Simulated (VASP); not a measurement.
Method: r2SCAN meta-GGA, VASP's PBE PAW potentials (set 64) (plane waves; VASP).

The input files of a VASP run:

KPOINTS:
```
kpoints
0
Gamma
5 5 5
```

INCAR:
```
PREC = Accurate
LWAVE = .FALSE.
ISMEAR = 0   ! Gaussian
IBRION = 2
LASPH = .TRUE.
ISIF = 3   ! ions, shape and volume
METAGGA = R2SCAN
SIGMA = 0.05   ! width (eV)
EDIFF = 1E-6   ! SCF stop (eV)
LMIXTAU = .TRUE.
LREAL = .FALSE.   ! projection in real space or not
EDIFFG = -0.02   ! ionic stop
LMAXMIX = 4   ! l cut-off of mixed one-centre charges
ENCUT = 520   ! plane-wave cut-off (eV)
NELM = 100   ! most electronic steps
NSW = 60   ! most ionic steps
ALGO = Normal
SYSTEM = BaTiO3
LCHARG = .FALSE.
```

File POSCAR:
```
BaTiO3
1
    3.9837729849     0.0000000000    -0.0000000000
    0.0000000000     3.9837729849    -0.0000000000
    0.0000000000     0.0000000000     3.9837729849
Ba Ti O
1 1 3
Direct
  0.0000000000   0.0000000000   0.0000000000
  0.5000000000   0.5000000000   0.5000000000
  0.5000000000   0.0000000000   0.5000000000
  0.0000000000   0.5000000000   0.5000000000
  0.5000000000   0.5000000000   0.0000000000
```

POTCAR, in this order: Ba_sv Ti_sv O (PBE.64 set). Program: vasp_std.

The run wrote:

OSZICAR:
```
       N       E                     dE             d eps       ncg     rms          rms(c)
DAV:   1     0.433607869375E+03    0.43361E+03   -0.22014E+04   480   0.186E+03
DAV:   2    -0.426260433654E+02   -0.47623E+03   -0.46879E+03   576   0.514E+02
DAV:   3    -0.949127768545E+02   -0.52287E+02   -0.48693E+02   744   0.153E+02
DAV:   4    -0.971161254345E+02   -0.22033E+01   -0.22025E+01   672   0.291E+01
DAV:   5    -0.972138291607E+02   -0.97704E-01   -0.97700E-01   696   0.437E+00    0.237E+01
DAV:   6    -0.743939063385E+02    0.22820E+02   -0.49740E+01   712   0.794E+01    0.729E+00
DAV:   7    -0.734313660465E+02    0.96254E+00   -0.48847E+00   560   0.151E+01    0.428E+00
DAV:   8    -0.769556382557E+02   -0.35243E+01   -0.16569E+00   592   0.117E+01    0.182E+00
DAV:   9    -0.737578408512E+02    0.31978E+01   -0.12742E+00   520   0.910E+00    0.996E-01
DAV:  10    -0.742144280108E+02   -0.45659E+00   -0.29446E-01   608   0.459E+00    0.533E-01
DAV:  11    -0.741803719483E+02    0.34056E-01   -0.25967E-02   568   0.157E+00    0.155E-01
DAV:  12    -0.742156752793E+02   -0.35303E-01   -0.23017E-02   584   0.143E+00    0.119E-01
DAV:  13    -0.742181723523E+02   -0.24971E-02   -0.17622E-03   640   0.354E-01    0.946E-02
DAV:  14    -0.742161401174E+02    0.20322E-02   -0.15128E-03   496   0.447E-01    0.317E-02
DAV:  15    -0.742185665867E+02   -0.24265E-02   -0.13098E-03   480   0.411E-01    0.210E-02
DAV:  16    -0.742186160027E+02   -0.49416E-04   -0.76915E-05   808   0.767E-02    0.167E-02
DAV:  17    -0.742186145606E+02    0.14422E-05   -0.37835E-06   544   0.172E-02    0.163E-02
DAV:  18    -0.742186092514E+02    0.53091E-05   -0.16360E-05   544   0.459E-02    0.401E-03
DAV:  19    -0.742186184223E+02   -0.91709E-05   -0.64932E-06   488   0.263E-02    0.282E-03
DAV:  20    -0.742186189353E+02   -0.51303E-06   -0.20674E-07   240   0.459E-03
   1 F= -.74218619E+02 E0= -.74218619E+02  d E =-.742186E+02
       N       E                     dE             d eps       ncg     rms          rms(c)
DAV:   1    -0.745847335534E+02   -0.36612E+00   -0.11799E+01   552   0.362E+01    0.505E+00
DAV:   2    -0.742625487222E+02    0.32218E+00   -0.12949E+00   568   0.109E+01    0.192E+00
DAV:   3    -0.742168178308E+02    0.45731E-01   -0.43152E-01   496   0.385E+00    0.473E-01
DAV:   4    -0.742105792233E+02    0.62386E-02   -0.69909E-02   568   0.208E+00    0.376E-01
DAV:   5    -0.742129007352E+02   -0.23215E-02   -0.55332E-03   696   0.620E-01    0.187E-01
DAV:   6    -0.742152364793E+02   -0.23357E-02   -0.12526E-02   688   0.583E-01    0.195E-01
DAV:   7    -0.742149633018E+02    0.27318E-03   -0.98815E-04   504   0.308E-01    0.101E-01
DAV:   8    -0.742151307916E+02   -0.16749E-03   -0.98206E-04   496   0.308E-01    0.346E-02
DAV:   9    -0.742155022053E+02   -0.37141E-03   -0.26253E-04   496   0.161E-01    0.194E-02
DAV:  10    -0.742154970989E+02    0.51064E-05   -0.40350E-05   640   0.450E-02    0.642E-03
DAV:  11    -0.742154968137E+02    0.28523E-06   -0.58674E-06   496   0.213E-02
   2 F= -.74215497E+02 E0= -.74215497E+02  d E =0.312212E-02
       N       E                     dE             d eps       ncg     rms          rms(c)
DAV:   1    -0.743382883038E+02   -0.12279E+00   -0.33513E+00   560   0.189E+01    0.270E+00
DAV:   2    -0.742442765379E+02    0.94012E-01   -0.34986E-01   568   0.554E+00    0.103E+00
DAV:   3    -0.742313247001E+02    0.12952E-01   -0.11412E-01   608   0.217E+00    0.220E-01
DAV:   4    -0.742295652791E+02    0.17594E-02   -0.15144E-02   568   0.915E-01    0.123E-01
DAV:   5    -0.742302403271E+02   -0.67505E-03   -0.69753E-03   696   0.633E-01    0.961E-02
DAV:   6    -0.742310916603E+02   -0.85133E-03   -0.17238E-03   688   0.288E-01    0.112E-01
DAV:   7    -0.742309526411E+02    0.13902E-03   -0.26733E-04   496   0.173E-01    0.435E-02
DAV:   8    -0.742311230009E+02   -0.17036E-03   -0.32251E-04   504   0.180E-01    0.173E-02
DAV:   9    -0.742312071066E+02   -0.84106E-04   -0.82152E-05   504   0.891E-02    0.754E-03
DAV:  10    -0.742312146353E+02   -0.75287E-05   -0.11609E-05   632   0.274E-02    0.315E-03
DAV:  11    -0.742312129022E+02    0.17331E-05   -0.39120E-06   472   0.151E-02    0.210E-03
DAV:  12    -0.742312159507E+02   -0.30485E-05   -0.11197E-06   288   0.114E-02    0.745E-04
DAV:  13    -0.742312159468E+02    0.39472E-08   -0.14050E-07   240   0.363E-03
   3 F= -.74231216E+02 E0= -.74231216E+02  d E =-.125970E-01
```

### OUTCAR
```
------------------------ aborting loop because EDIFF is reached ----------------------------------------
  FORCE on cell =-STRESS in cart. coord.  units (eV):
  Direction    XX          YY          ZZ          XY          YZ          ZX
  --------------------------------------------------------------------------------------
  Total        0.0025346      0.0025346      0.0025346      0.0000000     -0.0000000      0.0000000
  in kB        0.0630523      0.0630523      0.0630523      0.0000000     -0.0000000      0.0000000
  external PRESSURE =       0.0630523 kB  Pullay stress =       0.0000000 kB
  volume of cell :       64.41
      direct lattice vectors                 reciprocal lattice vectors
     4.008439989  0.000000000  0.000000000     0.249473611 -0.000000000  0.000000000
     0.000000000  4.008439989  0.000000000    -0.000000000  0.249473611  0.000000000
    -0.000000000 -0.000000000  4.008439989    -0.000000000 -0.000000000  0.249473611
 POSITION                                       TOTAL-FORCE (eV/Angst)
 -----------------------------------------------------------------------------------
      0.00000      0.00000      0.00000        -0.000000      0.000000      0.000000
      2.00422      2.00422      2.00422         0.000000     -0.000000      0.000000
      2.00422      0.00000      2.00422        -0.000000     -0.000000      0.000000
      0.00000      2.00422      2.00422         0.000000      0.000000      0.000000
      2.00422      2.00422      0.00000        -0.000000      0.000000      0.000000
 -----------------------------------------------------------------------------------
    total drift:                                0.000000      0.000000     -0.000000
  FREE ENERGIE OF THE ION-ELECTRON SYSTEM (eV)
  ---------------------------------------------------
  free  energy   TOTEN  =       -74.2312159468 eV

  energy  without entropy=      -74.2312159468  energy(sigma->0) =      -74.23121595

 reached required accuracy - stopping structural energy minimisation
```
(Selected blocks of OUTCAR.)

CONTCAR:
```
BaTiO3
   1.00000000000000
     4.0084399892255105    0.0000000000000000    0.0000000000000000
     0.0000000000000000    4.0084399892255105    0.0000000000000000
    -0.0000000000000000   -0.0000000000000000    4.0084399892255105
  Ba              Ti              O
     1     1     3
Direct
     0.0000000000000000    0.0000000000000000    0.0000000000000000
     0.5000000000000000    0.5000000000000000    0.5000000000000000
     0.5000000000000000    0.0000000000000000    0.5000000000000000
     0.0000000000000000    0.5000000000000000    0.5000000000000000
     0.5000000000000000    0.5000000000000000    0.0000000000000000
```

The compound is BaTiO3 in the cubic perovskite structure, the ideal cubic form; the compound distorts at low or room temperature. This run relaxes it. Symmetry was kept, so distortions that lower it aren't found. The start is the result of an earlier pass.
